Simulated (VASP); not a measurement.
HgTe (relaxed from the CsCl type structure, space group Pm-3m) is relaxed at rising pressure, each step from the one before. Symmetry mostly holds the structure type, and other phases were not tried. The mesh follows the cell, and a change of mesh leaves a small step in the series.

Here is the system:

HgTe has the cubic space group Pm-3m (No. 221), the CsCl type structure, Pearson symbol cP2. Cell: a = 3.714 Å, b = 3.714 Å, c = 3.714 Å, α = 90.00°, β = 90.00°, γ = 90.00°. Hg on 1a has 8 Te at 3.217 Å (cubic). Te on 1b is surrounded by 8 Hg at 3.217 Å and 6 Te at 3.714 Å. (Neighbours: up to the widest gap in distance over summed covalent radii, below 1.35, at either atom; cation-cation and far metal-metal contacts left out.)

Calculation: PBEsol GGA, VASP's PBE PAW potentials (set 64) (plane waves; VASP 6.6.1). Settings: 500 eV cut-off, 10×10×10 Γ-centred mesh, first-order Methfessel-Paxton smearing of 0.10 eV, potentials Hg Te.

Unless said otherwise, spin-orbit coupling is left out, though it shifts the bands of the heavy elements here.

```
P (GPa)  V (Å³/atom)  H − H(0) (eV/atom)  space group  gap on the mesh (eV)    k-mesh
-------  -----------  ------------------  -----------  --------------------  --------
0              25.62               0.000        Pm-3m                  0.00  10×10×10
5              23.91               0.772        Pm-3m                  0.00  10×10×10
10             22.71               1.498        Pm-3m                  0.00  10×10×10
20                 ?                   ?        Pm-3m                  0.00  11×11×11
30                 ?                   ?        Pm-3m                  0.00  11×11×11
45             18.53               5.929        Pm-3m                  0.00  11×11×11
```

Question: Fill in the missing entries.

Answer: 
- 30, V (Å³/atom): 19.86
- 30, H − H(0) (eV/atom): 4.135
- 20, V (Å³/atom): 21.03
- 20, H − H(0) (eV/atom): 2.860

Pressures at which the relaxation failed are left out.

The structure was generated: HgTe was put into the CsCl type type (Pm-3m), which need not be its known phase.
